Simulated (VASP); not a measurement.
```
CaO
1.0
    0.00000     2.40164     2.40164
    2.40164     0.00000     2.40164
    2.40164     2.40164     0.00000
Ca O
1 1
Direct
  0.00000   0.00000   0.00000
  0.50000   0.50000   0.50000
```

Method: SCAN meta-GGA, VASP's PBE PAW potentials (set 64) (plane waves; VASP). Run with 520 eV cut-off, 11×11×11 Γ-centred mesh, tetrahedra with Blöchl corrections, potentials Ca_sv O.

Q: What does the run give for the energy per atom (σ→0), band gap (over mesh and band path) with the smallest direct gap where there is one?

A: 
The band gap (over mesh and band path) is 4.16 eV and the smallest direct gap (over mesh and band path) comes out as 4.53 eV. The energy per atom (σ→0) is -1078.4 kJ/mol-atom.

Only differences to runs with the same potentials and settings are physical.

The compound is CaO in the rock salt structure. It was relaxed first.
